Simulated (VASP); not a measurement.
OSZICAR of a VASP run on Cu$_{31}$Sn:

### OSZICAR
```
       N       E                     dE             d eps       ncg     rms          rms(c)
DAV:   1     0.355194026711E+04    0.35519E+04   -0.11349E+05  5796   0.243E+03
DAV:   2     0.541196279255E+03   -0.30107E+04   -0.29174E+04  5796   0.571E+02
DAV:   3    -0.939358282544E+02   -0.63513E+03   -0.59234E+03  5796   0.277E+02
DAV:   4    -0.146006537730E+03   -0.52071E+02   -0.49588E+02  6246   0.108E+02
DAV:   5    -0.147239156096E+03   -0.12326E+01   -0.12259E+01  6592   0.195E+01    0.431E+01
RMM:   6    -0.129251077925E+03    0.17988E+02   -0.29453E+02  5821   0.102E+02    0.228E+01
RMM:   7    -0.119134895168E+03    0.10116E+02   -0.61730E+01  5821   0.501E+01    0.427E+00
RMM:   8    -0.119116624580E+03    0.18271E-01   -0.29929E+00  5953   0.527E+00    0.193E+00
RMM:   9    -0.119115070561E+03    0.15540E-02   -0.77286E-01  5945   0.400E+00    0.502E-01
RMM:  10    -0.119129452753E+03   -0.14382E-01   -0.25976E-01  6575   0.189E+00    0.239E-01
RMM:  11    -0.119132646271E+03   -0.31935E-02   -0.45734E-02  6604   0.662E-01    0.177E-01
RMM:  12    -0.119133003076E+03   -0.35681E-03   -0.71681E-03  6751   0.284E-01    0.111E-01
RMM:  13    -0.119133090292E+03   -0.87215E-04   -0.23716E-03  6417   0.155E-01    0.623E-02
RMM:  14    -0.119133101935E+03   -0.11643E-04   -0.47615E-04  6265   0.760E-02    0.276E-02
RMM:  15    -0.119133105947E+03   -0.40115E-05   -0.13792E-04  6005   0.426E-02    0.106E-02
RMM:  16    -0.119133113145E+03   -0.71988E-05   -0.28740E-05  3840   0.182E-02
   1 F= -.11913311E+03 E0= -.11913556E+03  d E =-.119133E+03
       N       E                     dE             d eps       ncg     rms          rms(c)
DAV:   1    -0.119133179410E+03   -0.73463E-04   -0.62779E-02  6143   0.593E-01    0.188E-02
RMM:   2    -0.119133262216E+03   -0.82806E-04   -0.88966E-04  5883   0.162E-01    0.132E-02
RMM:   3    -0.119133305207E+03   -0.42991E-04   -0.45348E-04  7523   0.703E-02    0.142E-02
RMM:   4    -0.119133305465E+03   -0.25787E-06   -0.31756E-05  3876   0.209E-02
   2 F= -.11913331E+03 E0= -.11913575E+03  d E =-.192319E-03
```

Problem. Which electronic solver shows in the log?

Solution. It is blocked Davidson (ALGO = Normal, or the opening steps of other solvers) and then RMM-DIIS (ALGO = Fast or VeryFast). The INCAR had ALGO = Fast.

Problem. Can the final energy be trusted as converged?

Solution. The calculation finished and met its thresholds. It stopped with EDIFF = 1E-5, NELM = 100, NSW = 120 and EDIFFG = -0.03 after 2 ionic steps (PBE GGA, plane waves, VASP's PBE PAW potentials (set 64)).

The cell is a supercell with a defect, built from Cu (fcc): Sn_Cu. The run is not spin-polarised, so no state with unpaired spins was tried.
